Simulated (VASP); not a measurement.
Given:

```yaml
crystal:
  lattice:
    - [4.24632, 0.00000, -0.00216]
    - [0.00000, 8.50833, 0.00000]
    - [-4.24485, 0.00000, 6.01347]
  atoms:
    - { symbol: Cu, position: [0.72958, 0.62654, 0.26803] }
    - { symbol: Cu, position: [0.72958, 0.37346, 0.76803] }
    - { symbol: Cu, position: [0.73516, 0.12343, 0.26930] }
    - { symbol: Cu, position: [0.73516, 0.87657, 0.76930] }
    - { symbol: I, position: [0.97852, 0.62475, 0.01705] }
    - { symbol: I, position: [0.97852, 0.37525, 0.51705] }
    - { symbol: I, position: [0.98386, 0.12507, 0.01854] }
    - { symbol: I, position: [0.98386, 0.87493, 0.51854] }
```

All values below come from r2SCAN meta-GGA, VASP's PBE PAW potentials (set 64) (plane waves; VASP). Run with 400 eV cut-off, 7×3×4 Γ-centred mesh, tetrahedra with Blöchl corrections, potentials Cu I.

Unless said otherwise, spin-orbit coupling is left out, though it shifts the bands of the heavy elements here.

Problem. Give the energies of bands 27 to 40 at the high-symmetry points, in eV from the valence-band maximum.

Solution. 
```csv
band,Γ,Z,D,B,A,E,C2,Y2
27,-1.64,-1.58,-1.64,-1.11,-1.63,-1.72,-1.81,-1.85
28,-1.59,-1.58,-1.64,-1.11,-1.63,-1.72,-1.81,-1.85
29,-1.59,-1.33,-0.86,-0.94,-1.59,-1.52,-1.37,-1.69
30,-1.45,-1.31,-0.86,-0.94,-1.59,-1.52,-1.37,-1.69
31,-1.45,-0.98,-0.84,-0.94,-1.59,-1.52,-1.37,-1.33
32,-0.72,-0.97,-0.84,-0.94,-1.59,-1.52,-1.36,-1.33
33,-0.72,-0.65,-0.79,-0.76,-1.45,-1.24,-1.07,-0.76
34,0.00,-0.64,-0.79,-0.76,-1.45,-1.24,-1.07,-0.76
35,0.00,-0.18,-0.77,-0.75,-0.72,-1.23,-1.05,-0.75
36,0.00,-0.17,-0.77,-0.75,-0.72,-1.23,-1.05,-0.75
37,1.69,3.01,3.25,2.58,2.89,3.77,3.92,2.56
38,2.89,3.02,3.25,2.58,2.89,3.77,3.93,2.56
39,3.17,3.36,3.27,3.54,3.16,3.79,3.93,4.87
40,3.92,3.37,3.27,3.54,3.16,3.79,3.94,4.87
```

The gap is direct, 1.69 eV, from the valence maximum at Γ to the conduction minimum at Γ.

The structure comes from a computed database's CuI entry (Pc); how it stands against other phases isn't given here. It was relaxed first.
